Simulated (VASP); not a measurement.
VASP 6.6.1, PBE single-point calculation, BiB (wurtzite)

INCAR

```
LREAL = .FALSE.
NBANDS = 26
EDIFF = 1E-7
ISMEAR = -1
PREC = Accurate
ENCUT = 520
LASPH = .TRUE.
GGA = PE
NELM = 120
LWAVE = .FALSE.
ISIF = 2
SIGMA = 0.02
LCHARG = .FALSE.
NSW = 0
IBRION = -1
```

KPOINTS

```
KPOINTS created by Atomic Simulation Environment
0
Gamma
12 12 4
0 0 0
```

KPOINTS_OPT

```
special points
6
Reciprocal
0.0000000000 0.0000000000 0.0000000000 1
0.5000000000 0.0000000000 0.0000000000 1
0.3333333333 0.3333333333 0.0000000000 1
0.0000000000 0.0000000000 0.5000000000 1
0.5000000000 0.0000000000 0.5000000000 1
0.3333333333 0.3333333333 0.5000000000 1
```

POSCAR

```
B  Bi
 1.0000000000000000
     3.8655765024502955   -0.0000000000286916   -0.0000000000000000
    -1.9327882512003001    3.3476874514085013    0.0000000000000000
     0.0000000000000000    0.0000000000000000    6.3754468497190064
 B   Bi
   2   2
Cartesian
  0.0000000000165649  2.2317916342627702  0.0015515958741236
  1.9327882512334298  1.1158958171170392  3.1892750207336262
  0.0000000000165649  2.2317916342627702  2.3892409727705033
  1.9327882512334298  1.1158958171170392  5.5769643976300065
```

VASP ran with the recommended PBE PAW datasets (36 valence electrons in the cell).

Command

```
mpirun -np 1 vasp_std
```

OSZICAR

```
N       E                     dE             d eps       ncg     rms          rms(c)
DAV:   1     0.357272172042E+03    0.35727E+03   -0.18523E+04  2964   0.162E+03
DAV:   2     0.151139245538E+02   -0.34216E+03   -0.33264E+03  3036   0.432E+02
DAV:   3    -0.181916290169E+02   -0.33306E+02   -0.32909E+02  3718   0.146E+02
DAV:   4    -0.193454872866E+02   -0.11539E+01   -0.11502E+01  3646   0.289E+01
DAV:   5    -0.193887970180E+02   -0.43310E-01   -0.43300E-01  4302   0.522E+00    0.543E+00
DAV:   6    -0.179855956993E+02    0.14032E+01   -0.31326E+00  3758   0.102E+01    0.199E+00
DAV:   7    -0.179579802984E+02    0.27615E-01   -0.52266E-01  3460   0.295E+00    0.108E+00
DAV:   8    -0.179553708314E+02    0.26095E-02   -0.65349E-02  3664   0.214E+00    0.221E-01
DAV:   9    -0.179528137287E+02    0.25571E-02   -0.11631E-02  3900   0.956E-01    0.752E-02
DAV:  10    -0.179531880949E+02   -0.37437E-03   -0.16415E-03  3904   0.250E-01    0.422E-02
DAV:  11    -0.179532775831E+02   -0.89488E-04   -0.35710E-04  3566   0.141E-01    0.133E-02
DAV:  12    -0.179532744704E+02    0.31126E-05   -0.27450E-05  3488   0.310E-02    0.392E-03
DAV:  13    -0.179532756341E+02   -0.11637E-05   -0.40605E-06  3490   0.117E-02    0.118E-03
DAV:  14    -0.179532755869E+02    0.47193E-07   -0.34508E-07  3468   0.513E-03
   1 F= -.17953276E+02 E0= -.17953240E+02  d E =-.702651E-04
       N       E                     dE             ncg
DAV:   1     0.389185363044E+04   -0.48858E+04      312
DAV:   2     0.186745930690E+04   -0.20244E+04      312
DAV:   3     0.166682408598E+04   -0.20064E+03      398
DAV:   4     0.165925947275E+04   -0.75646E+01      360
DAV:   5     0.165896743401E+04   -0.29204E+00      458
DAV:   6     0.165895832055E+04   -0.91135E-02      414
DAV:   7     0.165895818261E+04   -0.13794E-03      448
DAV:   8     0.165895817933E+04   -0.32748E-05      444
DAV:   9     0.165895817930E+04   -0.36563E-07      254
```

From OUTCAR

```
k-points           NKPTS =     57   k-points in BZ     NKDIM =     57   number of bands    NBANDS=     26

   NELECT =      36.0000    total number of electrons

   dimension x,y,z NGX =    30 NGY =   30 NGZ =   48
   dimension x,y,z NGXF=    60 NGYF=   60 NGZF=   96

  energy-cutoff  :      520.00
  volume of cell :       82.50
      direct lattice vectors                 reciprocal lattice vectors
     3.865576502 -0.000000000  0.000000000     0.258693625  0.149356834  0.000000000
    -1.932788251  3.347687451  0.000000000     0.000000000  0.298713669  0.000000000
     0.000000000  0.000000000  6.375446850     0.000000000  0.000000000  0.156851751

 k-points in reciprocal lattice and weights: KPOINTS created by Atomic Simulation Env
   0.00000000  0.00000000  0.00000000       0.002
   0.08333333  0.00000000  0.00000000       0.010
   0.16666667  0.00000000  0.00000000       0.010
   0.25000000 -0.00000000  0.00000000       0.010
   0.33333333  0.00000000  0.00000000       0.010
   0.41666667  0.00000000  0.00000000       0.010
   0.50000000 -0.00000000  0.00000000       0.005
   0.08333333  0.08333333  0.00000000       0.010
   ...

 E-fermi :   7.3110

 k-point     1 :       0.0000    0.0000    0.0000
  band No.  band energies     occupation
      1     -15.9729      2.00000
      2     -15.9675      2.00000
      3     -15.9631      2.00000
      4     -15.9631      2.00000
      5     -15.9505      2.00000
      6     -15.9505      2.00000
      7     -15.9017      2.00000
      8     -15.9017      2.00000
      9     -15.8669      2.00000
     10     -15.8669      2.00000
     11      -6.9991      2.00000
     12      -4.9639      2.00000
     13      -0.5251      2.00000
     14       5.5494      2.00000
     15       5.5494      2.00000
     16       7.0345      2.00000
     17       7.2625      1.83710
     18       7.2625      1.83710
     19       7.3437      0.32596
     20       7.5975      0.00000
     21       9.8078      0.00000
     22       9.8078      0.00000
     23      10.2332      0.00000
     24      12.0823      0.00000
     25      12.0823      0.00000
     26      13.1479      0.00000

 k-point     2 :       0.0833    0.0000    0.0000
  band No.  band energies     occupation
      1     -15.9717      2.00000
      2     -15.9688      2.00000
      3     -15.9626      2.00000
      4     -15.9599      2.00000
      5     -15.9469      2.00000
      6     -15.9464      2.00000
      7     -15.9029      2.00000
      8     -15.9015      2.00000
      9     -15.8689      2.00000
     10     -15.8664      2.00000
     11      -6.9189      2.00000
     12      -4.8976      2.00000
     13      -0.4710      2.00000
     14       4.7541      2.00000
     15       5.3637      2.00000
     16       6.1887      2.00000
     17       6.8829      2.00000
     18       7.0998      1.99995
     19       7.9480      0.00000
     20       8.2551      0.00000
     21       9.6900      0.00000
     22      10.0256      0.00000
     23      10.4959      0.00000
     24      12.0058      0.00000
     25      12.3533      0.00000
     26      13.7647      0.00000

 k-point     3 :       0.1667    0.0000    0.0000
  band No.  band energies     occupation
      1     -15.9777      2.00000
      2     -15.9645      2.00000
      3     -15.9604      2.00000
      4     -15.9524      2.00000
      5     -15.9372      2.00000
      6     -15.9354      2.00000
      7     -15.9057      2.00000
      8     -15.8995      2.00000
      9     -15.8744      2.00000
     10     -15.8649      2.00000
     11      -6.6814      2.00000
     12      -4.7070      2.00000
     13      -0.3333      2.00000
     14       3.4964      2.00000
     15       4.7745      2.00000
     16       4.9354      2.00000
     17       6.4370      2.00000
     18       6.7084      2.00000
     19       8.3126      0.00000
     20       8.7081      0.00000
     21      10.0273      0.00000
     22      10.5194      0.00000
     23      10.7717      0.00000
     24      12.2487      0.00000
     25      13.0426      0.00000
     26      13.5193      0.00000

 k-point     4 :       0.2500   -0.0000    0.0000
  band No.  band energies     occupation
      1     -15.9861      2.00000
      2     -15.9651      2.00000
      3     -15.9523      2.00000
      4     -15.9457      2.00000
      5     -15.9245      2.00000
      6     -15.9210      2.00000
      7     -15.9080      2.00000
      8     -15.8927      2.00000
      9     -15.8816      2.00000
     10     -15.8626      2.00000
     11      -6.2986      2.00000
     12      -4.4241      2.00000
     13      -0.2162      2.00000
     14       2.4278      2.00000
     15       3.3548      2.00000
     16       4.4642      2.00000
     17       5.7817      2.00000
     18       6.2619      2.00000
     19       8.2039      0.00000
     20       8.9181      0.00000
     21      10.6972      0.00000
     22      10.7107      0.00000
     23      10.9871      0.00000
     24      12.9407      0.00000
     25      13.5459      0.00000
     26      13.7922      0.00000

 k-point     5 :       0.3333    0.0000    0.0000
  band No.  band energies     occupation
      1     -15.9939      2.00000
      2     -15.9683      2.00000
      3     -15.9447      2.00000
      4     -15.9432      2.00000
      5     -15.9164      2.00000
      6     -15.9076      2.00000
      7     -15.9044      2.00000
      8     -15.8877      2.00000
      9     -15.8813      2.00000
     10     -15.8596      2.00000
     11      -5.8015      2.00000
     12      -4.1332      2.00000
     13      -0.3260      2.00000
     14       1.9005      2.00000
     15       2.0837      2.00000
     16       4.0710      2.00000
     17       5.0548      2.00000
     18       5.8816      2.00000
     19       8.0406      0.00000
     20       8.9621      0.00000
     21      10.5888      0.00000
     22      11.1441      0.00000
     23      11.2508      0.00000
     24      13.2756      0.00000
     25      13.7617      0.00000
     26      14.4740      0.00000

 k-point     6 :       0.4167    0.0000    0.0000
  band No.  band energies     occupation
      1     -15.9992      2.00000
      2     -15.9714      2.00000
      3     -15.9431      2.00000
      4     -15.9414      2.00000
      5     -15.9127      2.00000
      6     -15.9008      2.00000
      7     -15.8989      2.00000
      8     -15.8886      2.00000
      9     -15.8710      2.00000
     10     -15.8564      2.00000
     11      -5.2752      2.00000
     12      -3.9949      2.00000
     13      -0.5537      2.00000
     14       1.0201      2.00000
     15       2.0078      2.00000
     16       3.8163      2.00000
     17       4.4107      2.00000
     18       5.6326      2.00000
     19       7.9155      0.00000
     20       8.9273      0.00000
     21      10.4756      0.00000
     22      11.3445      0.00000
     23      11.6048      0.00000
     24      12.8834      0.00000
     25      14.1847      0.00000
     26      15.2894      0.00000

 k-point     7 :       0.5000   -0.0000    0.0000
  band No.  band energies     occupation
      1     -16.0011      2.00000
      2     -15.9726      2.00000
      3     -15.9434      2.00000
      4     -15.9407      2.00000
      5     -15.9106      2.00000
      6     -15.9016      2.00000
      7     -15.8960      2.00000
      8     -15.8868      2.00000
      9     -15.8669      2.00000
     10     -15.8549      2.00000
     11      -4.9890      2.00000
     12      -4.0278      2.00000
     13      -0.5857      2.00000
     14       0.5587      2.00000
     15       2.1453      2.00000
     16       3.7286      2.00000
     17       4.1169      2.00000
     18       5.5465      2.00000
     19       7.8687      0.00000
     20       8.9048      0.00000
     21      10.4280      0.00000
     22      11.3631      0.00000
     23      12.0376      0.00000
     24      12.4275      0.00000
     25      14.4563      0.00000
     26      15.2291      0.00000

 k-point     8 :       0.0833    0.0833    0.0000
  band No.  band energies     occupation
      1     -15.9721      2.00000
      2     -15.9700      2.00000
      3     -15.9608      2.00000
      4     -15.9544      2.00000
      5     -15.9407      2.00000
      6     -15.9386      2.00000
      7     -15.9046      2.00000
      8     -15.9007      2.00000
      9     -15.8725      2.00000
     10     -15.8655      2.00000
     11      -6.7600      2.00000
     12      -4.7690      2.00000
     13      -0.3743      2.00000
     14       3.8769      2.00000
     15       4.9401      2.00000
     16       5.2042      2.00000
     17       6.6122      2.00000
     18       6.7541      2.00000
     19       8.5064      0.00000
     20       8.6025      0.00000
     21       9.6213      0.00000
     22      10.4386      0.00000
     23      10.8697      0.00000
     24      11.9406      0.00000
     25      12.8678      0.00000
     26      13.7755      0.00000

 ...

  Total        0.6689212      0.6689212      0.5815704      0.0000000      0.0000000     -0.0000000
  in kB       12.9901976     12.9901976     11.2938783      0.0000000      0.0000000     -0.0000000
  external PRESSURE =      12.4247578 kB  Pullay stress =       0.0000000 kB

 POSITION                                       TOTAL-FORCE (eV/Angst)
 -----------------------------------------------------------------------------------
      0.00000      2.23179      0.00155         0.000000      0.000000     -0.003440
      1.93279      1.11590      3.18928         0.000000     -0.000000     -0.003440
      0.00000      2.23179      2.38924         0.000000      0.000000      0.003440
      1.93279      1.11590      5.57696        -0.000000      0.000000      0.003440
 -----------------------------------------------------------------------------------
    total drift:                               -0.000000     -0.000000      0.000247

  FREE ENERGIE OF THE ION-ELECTRON SYSTEM (eV)
  ---------------------------------------------------
  free  energy   TOTEN  =       -17.9532755869 eV

  energy  without entropy=      -17.9532053218  energy(sigma->0) =      -17.95324045
```

```
gap between bands v and c : 0.08 eV
least direct gap          : 0.08 eV
pressure                  : 1.2 GPa
```

Band v is the last that the valence electrons fill when counted band by band, and c is the next.

The run took about 51 s on one core of a shared host (Intel Xeon 6975P-C) and held 0.3 GiB at most.
